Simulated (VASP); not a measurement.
# AgPbF2 (P-3m1) in VASP: single point with PBE

Aim: the single point of AgPbF2 with PBE.

Program: VASP 6.6.1. These are calculated values, not measurements. Logs are shortened: lines on timing, memory, paths and dates and some standing lists are left out, and cuts for length are marked.

## 1. The structure

It takes space group P-3m1 (No. 164, trigonal). The conventional cell has a = 3.355 Å, b = 3.355 Å, c = 7.292 Å, α = 90.00°, β = 90.00°, γ = 120.00°. Ag (site symmetry -3m) has 6 F at 2.53 Å as nearest neighbours. Pb (site symmetry -3m) is surrounded by 6 F at 2.79 Å. F (site symmetry 3m) is surrounded by 3 Ag at 2.53 Å and 3 Pb at 2.79 Å.

The cell was built by a generator and needn't be a form met in nature.

## 2. Single point, PBE

Contents of INCAR:

```
  PREC = Accurate
  ENCUT = 520
  EDIFF = 1E-6
  ISMEAR = 0
  SIGMA = 0.1
  LREAL = F
  LASPH = T
  NELM = 100
  ALGO = Fast
  ISIF = 2
  LWAVE = F
  LCHARG = F
  GGA = PE
  NBANDS = 28
```

Contents of KPOINTS:

```
regular mesh
0
Gamma
  15 15 8
```

Contents of POSCAR:

```
AgPbF2
1.0
    3.3546974511      0.0000000000      0.0000000000
   -1.6773487255      2.9052532147      0.0000000000
    0.0000000000      0.0000000000      7.2919575006
Ag Pb F
1 1 2
Direct
    0.0000000000      0.0000000000      0.0000000000
    0.0000000000      0.0000000000      0.5000000000
    0.3333333333      0.6666666667      0.7761431090
    0.6666666667      0.3333333333      0.2238568910
```

Potentials or basis: VASP PAW PBE potentials, release 64 (Ag, Pb_d, F).

Command:

```sh
cat potpaw_PBE.64/Ag/POTCAR potpaw_PBE.64/Pb_d/POTCAR potpaw_PBE.64/F/POTCAR > POTCAR
mpirun -np 1 vasp_std > vasp.out
```

OUTCAR:

```text
PREC = Accurate
   ENCUT = 520
   EDIFF = 1E-6
   ISMEAR = 0
   LREAL = F
   LASPH = T
   NELM = 100
   ISIF = 2
   GGA = PE

 ion  position               nearest neighbor table
   1  0.000  0.000  0.000-   3 2.53   4 2.53   4 2.53   3 2.53   4 2.53   3 2.53   2 3.65   2 3.65

   2  0.000  0.000  0.500-   3 2.79   4 2.79   4 2.79   3 2.79   4 2.79   3 2.79   1 3.65   1 3.65

   3  0.333  0.667  0.776-   1 2.53   1 2.53   1 2.53   2 2.79   2 2.79   2 2.79
   4  0.667  0.333  0.224-   1 2.53   1 2.53   1 2.53   2 2.79   2 2.79   2 2.79

  LATTYP: Found a hexagonal cell.
 ALAT       =     3.3546974511
 C/A-ratio  =     2.1736557788

  Lattice vectors:

 A1 = (   3.3546974511,   0.0000000000,   0.0000000000)
 A2 = (  -1.6773487255,   2.9052532147,   0.0000000000)
 A3 = (   0.0000000000,   0.0000000000,   7.2919575006)

Analysis of symmetry for initial positions (statically):
=====================================================================
 Subroutine PRICEL returns:
 Original cell was already a primitive cell.

 Routine SETGRP: Setting up the symmetry group for a
 hexagonal supercell.

 Subroutine GETGRP returns: Found 12 space group operations
 (whereof 12 operations were pure point group operations)
 out of a pool of 24 trial point group operations.

The static configuration has the point symmetry D_3d.

Analysis of symmetry for dynamics (positions and initial velocities):
=====================================================================
 Subroutine PRICEL returns:
 Original cell was already a primitive cell.

 Routine SETGRP: Setting up the symmetry group for a
 hexagonal supercell.

 Subroutine GETGRP returns: Found 12 space group operations
 (whereof 12 operations were pure point group operations)
 out of a pool of 24 trial point group operations.

The dynamic configuration has the point symmetry D_3d.

 Subroutine INISYM returns: Found 12 space group operations
 (whereof 12 operations are pure point group operations),
 and found     1 'primitive' translations

----------------------------------------------------------------------------------------

                                     Primitive cell

  volume of cell :      71.0692

  direct lattice vectors                    reciprocal lattice vectors
     3.354697451  0.000000000  0.000000000     0.298089474  0.172102038  0.000000000
    -1.677348725  2.905253215  0.000000000     0.000000000  0.344204077  0.000000000
     0.000000000  0.000000000  7.291957501     0.000000000  0.000000000  0.137137387

  length of vectors
     3.354697451  3.354697451  7.291957501     0.344204077  0.344204077  0.137137387

  position of ions in fractional coordinates (direct lattice)
     0.000000000  0.000000000  0.000000000
     0.000000000  0.000000000  0.500000000
     0.333333333  0.666666667  0.776143109
     0.666666667  0.333333333  0.223856891

  ion indices of the primitive-cell ions
   primitive index   ion index
                 1           1
                 2           2
                 3           3
                 4           4

----------------------------------------------------------------------------------------

 KPOINTS: regular mesh

Automatic generation of k-mesh.
 Grid dimensions read from file:
 generate k-points for:   15   15    8

 Generating k-lattice:

  Cartesian coordinates                     Fractional coordinates (reciprocal lattice)
     0.019872632  0.011473469  0.000000000     0.066666667  0.000000000  0.000000000
     0.000000000  0.022946938  0.000000000     0.000000000  0.066666667  0.000000000
     0.000000000  0.000000000  0.017142173     0.000000000  0.000000000  0.125000000

  Length of vectors
     0.022946938  0.022946938  0.017142173

  Shift w.r.t. Gamma in fractional coordinates (k-lattice)
     0.000000000  0.000000000  0.000000000

 Subroutine IBZKPT returns following result:
 ===========================================

 Found    192 irreducible k-points:

 Following reciprocal coordinates:
            Coordinates               Weight
  0.000000  0.000000  0.000000      1.000000
  0.066667  0.000000  0.000000      6.000000
  0.133333  0.000000  0.000000      6.000000
  0.200000  0.000000  0.000000      6.000000
  0.266667  0.000000  0.000000      6.000000
  0.333333  0.000000  0.000000      6.000000
[... 16 lines left out ...]
  0.333333  0.200000  0.000000     12.000000
  0.400000  0.200000  0.000000      6.000000
 [... further k-points ...]
   k-points           NKPTS =    192   k-points in BZ     NKDIM =    192   number of bands    NBANDS=     28
   number of dos      NEDOS =    301   number of ions     NIONS =      4
   total plane-waves  NPLWV =  42336
   dimension x,y,z NGX =    28 NGY =   28 NGZ =   54
   dimension x,y,z NGXF=    56 NGYF=   56 NGZF=  108
   ions per type =               1   1   2
   NGX,Y,Z   is equivalent  to a cutoff of  13.88, 13.88, 12.31 a.u.
   NGXF,Y,Z  is equivalent  to a cutoff of  27.75, 27.75, 24.62 a.u.
 SYSTEM =  unknown system
   PREC   = accura    normal or accurate (medium, high low for compatibility)
   ISTART =      0    job   : 0-new  1-cont  2-samecut
   ICHARG =      2    charge: 1-file 2-atom 10-const
   ISPIN  =      1    spin polarized calculation?
   LNONCOLLINEAR =      F non collinear calculations
   LSORBIT =      F    spin-orbit coupling
   LASPH  =      T    aspherical Exc in radial PAW
   ENCUT  =  520.0 eV  38.22 Ry    6.18 a.u.   6.24  6.24 13.56*2*pi/ulx,y,z
   NELM   =    100;   NELMIN=  2; NELMDL= -5     # of ELM steps
   EDIFF  = 0.1E-05   stopping-criterion for ELM
   LREAL  =      F    real-space projection
   EDIFFG = 0.1E-04   stopping-criterion for IOM
   NSW    =      0    number of steps for IOM
   IBRION =     -1    ionic relax: 0-MD 1-quasi-New 2-CG
   NFREE  =      0    steps in history (QN), initial steepest desc. (CG)
   ISIF   =      2    stress and relaxation
   ISYM   =      2    0-nonsym 1-usesym 2-fastsym
   POTIM  = 0.5000    time-step for ionic-motion
   TEBEG  =    0.0;   TEEND  =   0.0 temperature during run
   PSTRESS=    0.0 pullay stress
   NELECT =      39.0000    total number of electrons
   NUPDOWN=      -1.0000    fix difference up-down
   EMIN   =  10.00;   EMAX   =-10.00  energy-range for DOS
   EFERMI =   0.00;   METHOD = LEGACY
   ISMEAR =     0;   SIGMA  =   0.10  broadening in eV -4-tet -1-fermi 0-gaus
   EFERMI_NEDOS =   21; number of points for ismear=-14 and -15
   IALGO  =     68    algorithm
   IMIX   =      4    mixing-type and parameters
     AMIX     =   0.40;   BMIX     =  1.00
     AMIX_MAG =   1.60;   BMIX_MAG =  1.00
  volume/ion in A,a.u.               =      17.77       119.90
  Fermi-wavevector in a.u.,A,eV,Ry     =   1.340302  2.532803 24.441620  1.796408
  Thomas-Fermi vector in A             =   2.468625
   LORBIT       =      0    0 simple, 1 ext, 2 COOP (PROOUT), +10 PAW based schemes
   GGA     = PE    functional components
   LHFCALC =     F    Hartree Fock is set to
   AEXX    =    0.0000 exact exchange contribution
   IVDW    =     0    specifies the selected vdW correction
   LEPSILON=     F    determine dielectric tensor
   LRPA    =     F    only Hartree local field effects (RPA)
 non-spin polarized calculation
 RMM-DIIS sequential band-by-band and
 Gauss-broadening in eV      SIGMA  =   0.10
  energy-cutoff  :      520.00
  volume of cell :       71.07
 maximum number of plane-waves:      1947
 NGX is ok and might be reduce to    28
   NGX = 13   NGY = 13   NGZ = 27

 number of electron      39.0000002 magnetization

 Free energy of the ion-electron system (eV)
  ---------------------------------------------------
  ext. energy  EPLUGINS =         0.00000000
  ---------------------------------------------------
  free energy    TOTEN  =       -14.68774646 eV

  energy without entropy =      -14.68428812  energy(sigma->0) =      -14.68601729

 E-fermi :   4.7943     XC(G=0): -10.1698

 val. band max:        4.7799003605   @ k =   0.0667   0.0667   0.2500
 cond. band min:       4.8051810438   @ k =   0.1333   0.0667   0.5000
 fundamental gap:      0.0252806833
 Fermi energy:         4.7943422746

 k-point     1 :       0.0000    0.0000    0.0000
  band No.  band energies     occupation
      1     -18.0635      2.00000
      2     -17.9903      2.00000
      3     -12.5302      2.00000
      4     -12.4160      2.00000
      5     -12.4160      2.00000
      6     -12.2333      2.00000
[... 20 lines left out ...]
     27      18.1488      0.00000
     28      18.9880      0.00000

 k-point     2 :       0.0667    0.0000    0.0000
  band No.  band energies     occupation
      1     -18.0563      2.00000
      2     -17.9868      2.00000
      3     -12.5203      2.00000
      4     -12.4183      2.00000
      5     -12.4016      2.00000
      6     -12.2397      2.00000
[... 20 lines left out ...]
     27      18.5296      0.00000
     28      19.1016      0.00000

 k-point     3 :       0.1333    0.0000    0.0000
  band No.  band energies     occupation
      1     -18.0368      2.00000
      2     -17.9769      2.00000
      3     -12.5008      2.00000
      4     -12.4170      2.00000
      5     -12.3605      2.00000
      6     -12.2579      2.00000
[... 20 lines left out ...]
     27      17.5044      0.00000
     28      18.4428      0.00000

 k-point     4 :       0.2000    0.0000    0.0000
  band No.  band energies     occupation
      1     -18.0084      2.00000
      2     -17.9626      2.00000
      3     -12.4998      2.00000
      4     -12.3890      2.00000
      5     -12.2995      2.00000
      6     -12.2843      2.00000
[... 20 lines left out ...]
     27      16.0424      0.00000
     28      17.6245      0.00000

 k-point     5 :       0.2667    0.0000    0.0000
  band No.  band energies     occupation
      1     -17.9761      2.00000
      2     -17.9453      2.00000
      3     -12.5189      2.00000
      4     -12.3425      2.00000
      5     -12.3106      2.00000
      6     -12.2592      2.00000
[... 20 lines left out ...]
     27      15.8552      0.00000
     28      16.9315      0.00000

 k-point     6 :       0.3333    0.0000    0.0000
  band No.  band energies     occupation
      1     -17.9473      2.00000
      2     -17.9265      2.00000
      3     -12.5424      2.00000
      4     -12.3481      2.00000
      5     -12.2825      2.00000
      6     -12.2672      2.00000
[... 463 lines left out ...]
      5     -12.3366      2.00000
      6     -12.2829      2.00000
[... 20 lines left out ...]
     27      15.9016      0.00000
     28      15.9081      0.00000

 k-point    22 :       0.2667    0.2000    0.0000
  band No.  band energies     occupation
      1     -17.9165      2.00000
      2     -17.9108      2.00000
      3     -12.4278      2.00000
      4     -12.3561      2.00000
      5     -12.3303      2.00000
      6     -12.2966      2.00000
[... 20 lines left out ...]
     27      15.5263      0.00000
     28      15.8594      0.00000

 k-point    23 :       0.3333    0.2000    0.0000
  band No.  band energies     occupation
      1     -17.9068      2.00000
      2     -17.8966      2.00000
      3     -12.4364      2.00000
      4     -12.3628      2.00000
      5     -12.3065      2.00000
      6     -12.2721      2.00000
[... 20 lines left out ...]
     27      15.4578      0.00000
     28      15.9518      0.00000

 k-point    24 :       0.4000    0.2000    0.0000
  band No.  band energies     occupation
      1     -17.9037      2.00000
      2     -17.8912      2.00000
      3     -12.4397      2.00000
      4     -12.3658      2.00000
      5     -12.3100      2.00000
      6     -12.2413      2.00000
[... 20 lines left out ...]
     27      15.4187      0.00000
     28      16.0331      0.00000

 [... further k-points ...]
[... 5 lines left out ...]
  --------------------------------------------------------------------------------------
  -------------------------------------------------------------------------------------
  Total       -0.1111337     -0.1111337     -0.1064935     -0.0000000      0.0000000     -0.0000000
  in kB       -2.5053873     -2.5053873     -2.4007781     -0.0000000      0.0000000     -0.0000000
  external PRESSURE =      -2.4705176 kB  Pullay stress =       0.0000000 kB

 VOLUME and BASIS-vectors are now :
 -----------------------------------------------------------------------------
  energy-cutoff  :      520.00
  volume of cell :       71.07
      direct lattice vectors                 reciprocal lattice vectors
     3.354697451  0.000000000  0.000000000     0.298089474  0.172102038  0.000000000
    -1.677348725  2.905253215  0.000000000     0.000000000  0.344204077  0.000000000
     0.000000000  0.000000000  7.291957501     0.000000000  0.000000000  0.137137387

 POSITION                                       TOTAL-FORCE (eV/Angst)
 -----------------------------------------------------------------------------------
      0.00000      0.00000      0.00000        -0.000000      0.000000      0.000000
      0.00000      0.00000      3.64598        -0.000000      0.000000      0.000000
     -0.00000      1.93684      5.65960        -0.000000     -0.000000      0.004185
      1.67735      0.96842      1.63235         0.000000      0.000000     -0.004185
 -----------------------------------------------------------------------------------
    total drift:                                0.000000      0.000000      0.000000

  FREE ENERGIE OF THE ION-ELECTRON SYSTEM (eV)
  ---------------------------------------------------
  free  energy   TOTEN  =       -14.6877464580 eV

  energy  without entropy=      -14.6842881204  energy(sigma->0) =      -14.68601729
```

Run time: 7.2 min. Hardware: 1 thread of Intel Xeon Platinum 8488C (Sapphire Rapids), shared host; peak memory 0.48 GiB.

Results:

| Property | Result |
| --- | --- |
| Free energy | -14.6877 eV |
| Pressure | -0.2 GPa |
| Largest force | 0.004 eV/Å |
| Band gap on the k mesh | none (metal or under the smearing width) |

Forces on the atoms (eV/Å):
```
Ag   0.000  0.000  0.000
Pb   0.000  0.000  0.000
F    0.000  0.000  0.004
F    0.000  0.000 -0.004
```

Caveat: an odd number of electrons without spin polarisation forces a metal; a magnetic or distorted state may lie lower.
